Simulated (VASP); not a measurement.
Wanted: the native input for a VASP 6.6.1 run.

```
Task                   : relaxation of cell and atoms
Functional             : PBE
Potentials or basis    : VASP PAW PBE potentials, release 64 (Ta_pv, Mo_sv, C)
Cutoff                 : 520 eV
k mesh                 : 6 × 6 × 2
Occupations            : gaussian, width 0.15 eV
Spin                   : no spin polarisation
Further INCAR settings : PREC = Normal; ALGO = Fast; EDIFF = 0.0001; IBRION = 2; EDIFFG = -0.08; NSW = 24; ISIF = 3
```

The structure of TaMo2C3 lies in POSCAR:

```
TaMo2C3
1.0
    3.0636618700      0.0000000000      0.0000000000
    0.0000000000      3.0636618700      0.0000000000
    0.0000000000      0.0000000000      9.2756508400
Ta Mo C
1 2 3
Direct
    0.5000000000      0.5000000000      0.0000000000
    0.5000000000      0.5000000000      0.3248246900
    0.5000000000      0.5000000000      0.6751753100
    0.0000000000      0.0000000000      0.8390681100
    0.0000000000      0.0000000000      0.1609318900
    0.0000000000      0.0000000000      0.5000000000
```

The cell was built by a generator and needn't be a form met in nature.

The input as run:

INCAR

```
SYSTEM = TaMo2C3
PREC = Normal
ENCUT = 520
EDIFF = 1E-4
ISMEAR = 0
SIGMA = 0.15
LREAL = .FALSE.
LASPH = .TRUE.
NELM = 60
ALGO = Fast
ISIF = 3
LWAVE = .FALSE.
LCHARG = .FALSE.
GGA = PE
IBRION = 2
NSW = 24
EDIFFG = -0.08
```

KPOINTS

```
Automatic mesh
0
G
  6 6 2
  0 0 0
```

Potentials or basis: VASP PAW PBE potentials, release 64 (Ta_pv, Mo_sv, C).

Command:

```bash
$ cat potpaw_PBE.64/Ta_pv/POTCAR potpaw_PBE.64/Mo_sv/POTCAR potpaw_PBE.64/C/POTCAR > POTCAR
$ mpirun -np 1 vasp_std > vasp.out
```

Results of the run:

| Property | Result |
| --- | --- |
| Relaxed volume | 10.25 Å³/atom |
| Relaxed cell | a = 2.735 Å, b = 2.735 Å, c = 8.223 Å, α = 90.00°, β = 90.00°, γ = 90.00° |
| Space group after relaxing (to 0.05 Å) | P4/mmm (No. 123) |
| Energy gained by relaxing | 974.5 meV/atom |
| Ionic steps | 12 |
| Pressure after relaxing | 0.0 GPa |
| Largest force after relaxing | 0.035 eV/Å |
| Band gap on the k mesh | none (metal or under the smearing width) |

Caveat: the volume moved by over 15 % at a fixed basis, so the end points are rough.

Wall time 120 s on 1 thread of Intel(R) Xeon(R) 6975P-C (Granite Rapids), on a shared host, peak memory 0.18 GiB.
